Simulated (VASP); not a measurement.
Here is the system:

```yaml
crystal:
  lattice:
    - [7.24888, 0.00000, 0.00000]
    - [0.00000, 7.24888, 0.00000]
    - [0.00000, 0.00000, 7.24888]
  atoms:
    - { symbol: B, position: [0.49885, 0.99934, 0.99966] }
    - { symbol: B, position: [0.74935, 0.25020, 0.99975] }
    - { symbol: B, position: [0.74936, 0.99941, 0.25057] }
    - { symbol: B, position: [0.99970, 0.99998, 0.00023] }
    - { symbol: B, position: [0.24885, 0.24928, 0.99959] }
    - { symbol: B, position: [0.49982, 0.49973, 0.99980] }
    - { symbol: B, position: [0.75031, 0.75074, 0.99962] }
    - { symbol: B, position: [0.24884, 0.99931, 0.24967] }
    - { symbol: B, position: [0.49307, 0.24355, 0.24394] }
    - { symbol: B, position: [0.75605, 0.50650, 0.24383] }
    - { symbol: B, position: [0.49981, 0.99936, 0.50014] }
    - { symbol: B, position: [0.75603, 0.24349, 0.50685] }
    - { symbol: B, position: [0.75033, 0.99924, 0.75103] }
    - { symbol: B, position: [0.00027, 0.50066, 0.99963] }
    - { symbol: B, position: [0.24947, 0.75012, 0.00033] }
    - { symbol: B, position: [0.00016, 0.25026, 0.25059] }
    - { symbol: B, position: [0.24895, 0.49973, 0.25057] }
    - { symbol: B, position: [0.49982, 0.75058, 0.25056] }
    - { symbol: B, position: [0.00032, 0.99928, 0.50105] }
    - { symbol: B, position: [0.24898, 0.25019, 0.50017] }
    - { symbol: B, position: [0.49308, 0.50635, 0.50682] }
    - { symbol: B, position: [0.74935, 0.75053, 0.50008] }
    - { symbol: B, position: [0.24947, 0.99991, 0.75042] }
    - { symbol: B, position: [0.49980, 0.25016, 0.75094] }
    - { symbol: B, position: [0.74936, 0.49973, 0.75094] }
    - { symbol: B, position: [0.00028, 0.75069, 0.24964] }
    - { symbol: B, position: [0.00020, 0.49972, 0.50013] }
    - { symbol: B, position: [0.24889, 0.75065, 0.50106] }
    - { symbol: B, position: [0.00032, 0.24926, 0.75105] }
    - { symbol: B, position: [0.24888, 0.50068, 0.75115] }
    - { symbol: B, position: [0.49887, 0.75067, 0.75111] }
    - { symbol: B, position: [0.99969, 0.75006, 0.75042] }
    - { symbol: N, position: [0.62428, 0.12580, 0.12615] }
    - { symbol: N, position: [0.87379, 0.37529, 0.12613] }
    - { symbol: N, position: [0.87380, 0.12575, 0.37561] }
    - { symbol: N, position: [0.12434, 0.12515, 0.12546] }
    - { symbol: N, position: [0.37533, 0.37471, 0.12614] }
    - { symbol: N, position: [0.62486, 0.62425, 0.12612] }
    - { symbol: N, position: [0.87443, 0.87529, 0.12544] }
    - { symbol: N, position: [0.37533, 0.12573, 0.37512] }
    - { symbol: N, position: [0.87381, 0.62420, 0.37508] }
    - { symbol: N, position: [0.62483, 0.12569, 0.62460] }
    - { symbol: N, position: [0.87379, 0.37468, 0.62460] }
    - { symbol: N, position: [0.87442, 0.12511, 0.87557] }
    - { symbol: N, position: [0.12481, 0.62486, 0.12548] }
    - { symbol: N, position: [0.37474, 0.87477, 0.12552] }
    - { symbol: N, position: [0.12459, 0.37499, 0.37537] }
    - { symbol: N, position: [0.37538, 0.62418, 0.37559] }
    - { symbol: N, position: [0.62458, 0.87493, 0.37532] }
    - { symbol: N, position: [0.12486, 0.12508, 0.62523] }
    - { symbol: N, position: [0.37536, 0.37523, 0.62465] }
    - { symbol: N, position: [0.62428, 0.62417, 0.62459] }
    - { symbol: N, position: [0.87446, 0.87468, 0.62519] }
    - { symbol: N, position: [0.37474, 0.12509, 0.87509] }
    - { symbol: N, position: [0.62460, 0.37496, 0.87535] }
    - { symbol: N, position: [0.87444, 0.62486, 0.87509] }
    - { symbol: N, position: [0.12459, 0.87497, 0.37537] }
    - { symbol: N, position: [0.12437, 0.62482, 0.62526] }
    - { symbol: N, position: [0.37473, 0.87521, 0.62523] }
    - { symbol: N, position: [0.12457, 0.37498, 0.87532] }
    - { symbol: N, position: [0.37475, 0.62487, 0.87568] }
    - { symbol: N, position: [0.62462, 0.87501, 0.87535] }
    - { symbol: N, position: [0.12461, 0.87503, 0.87533] }
    - { symbol: O, position: [0.62449, 0.37496, 0.37541] }
```
Cell charge +1.

These are HSE06 screened hybrid, VASP's PBE PAW potentials (set 64) (plane waves; VASP 6.6.1) values and carry that method's errors. Numerical set-up: PREC = Normal, LREAL = Auto, ISYM = 0, NELECT = 256.0, EDIFF = 1E-5, 400 eV cut-off, 1×1×1 Γ-centred mesh, Gaussian smearing of 0.050 eV, potentials B N O.

The cell is charged, with a uniform compensating background. The supercell is sampled at Γ alone, which is coarse: total energies, pressure and levels can be off, energies of defects by several tenths of an eV.

Question: Predict the energy per atom (σ→0).

Answer: 
```json
{
 "energy per atom (σ→0)": "-10.265 eV/atom"
}
```

Total energies compare only between runs with the same potentials, cut-off and functional.

The cell is a supercell with a defect, built from BN (zinc blende): O_N, charge +1. The cell's shape comes from a PBE relaxation. The run is not spin-polarised, so no state with unpaired spins was tried.
